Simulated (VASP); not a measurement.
These are optB86b-vdW, VASP's PBE PAW potentials (set 64) (plane waves; VASP) values and carry that method's errors.

The input files of a VASP run:

POSCAR:
```
SnO2
1
    4.7884999590     0.0000000000     0.0000000000
    0.0000000000     4.7884999590     0.0000000000
    0.0000000000     0.0000000000     3.2366640055
Sn O
2 4
Direct
  0.0000000000   0.0000000000   0.0000000000
  0.5000000000   0.5000000000   0.5000000000
  0.3061319584   0.3061319584   0.0000000000
  0.8061319584   0.1938680416   0.5000000000
  0.1938680416   0.8061319584   0.5000000000
  0.6938680416   0.6938680416   0.0000000000
```

**INCAR**
```
! general
SYSTEM   = SnO2
PREC     = Accurate
ENCUT    = 520
LREAL    = .FALSE.
LASPH    = .TRUE.

! electronic loop
EDIFF    = 1E-7
NELM     = 100
ALGO     = Normal
LMAXMIX  = 4

! smearing
ISMEAR   = 0
SIGMA    = 0.05

! functional
GGA      = MK
LUSE_VDW = .TRUE.
AGGAC    = 0.0
PARAM1   = 0.1234
PARAM2   = 1.0

! ions
IBRION   = 2
NSW      = 30
ISIF     = 4
EDIFFG   = -0.01

! output
LWAVE    = .FALSE.
LCHARG   = .FALSE.
```

KPOINTS:
```
Automatic mesh
0
Gamma
5 5 7
0 0 0
```

POTCAR, in this order: Sn_d O (PBE.64 set). Program: vasp_std.

Unless said otherwise, spin-orbit coupling is left out, though it shifts the bands of the heavy elements here.

Q: What does the run give for the energy per atom (σ→0), band gap (on the k-mesh)?

A: 
```yaml
energy per atom (σ→0): -4181 meV/atom
band gap (on the k-mesh): 0.81 eV
```

OSZICAR:
```
...
       N       E                     dE             d eps       ncg     rms          rms(c)
DAV:   1    -0.250848797164E+02   -0.12497E-03   -0.75201E-03  1602   0.650E-01    0.644E-02
DAV:   2    -0.250848280755E+02    0.51641E-04   -0.35676E-04  1948   0.196E-01    0.383E-02
DAV:   3    -0.250847847415E+02    0.43334E-04   -0.60146E-05  2180   0.102E-01    0.516E-03
DAV:   4    -0.250847858252E+02   -0.10837E-05   -0.15672E-05  1670   0.277E-02    0.265E-03
DAV:   5    -0.250847856226E+02    0.20265E-06   -0.56507E-07  1767   0.817E-03    0.784E-04
DAV:   6    -0.250847856387E+02   -0.16131E-07   -0.12339E-07  1046   0.307E-03
   2 F= -.25084786E+02 E0= -.25084786E+02  d E =-.308435E-04
```

The compound is SnO2 in the rutile structure. This run relaxes it. Symmetry was kept, so distortions that lower it aren't found.
